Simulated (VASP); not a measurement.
```yaml
crystal:
  lattice:
    - [0.00000, 2.76244, 2.76244]
    - [2.76244, 0.00000, 2.76244]
    - [2.76244, 2.76244, 0.00000]
  atoms:
    - { symbol: Ca, position: [0.00000, 0.00000, 0.00000] }
```

The numbers are results of PBE GGA, VASP's PBE PAW potentials (set 64) (plane waves; VASP), not measurements. Numerical set-up: 480 eV cut-off, 10×10×10 Γ-centred mesh, first-order Methfessel-Paxton smearing of 0.10 eV, potentials Ca_sv.

Task: What does the run give for the energy per atom (σ→0), band gap (on the k-mesh) with the smallest direct gap where there is one?

Result: 
The band gap (on the k-mesh) comes out as none (metal, semimetal or under 0.01 eV) and the energy per atom (σ→0) is -1.931 eV/atom.

Total energies compare only between runs with the same potentials, cut-off and functional.

The compound is Ca in the fcc structure. It was relaxed first. The start is the result of an earlier pass.
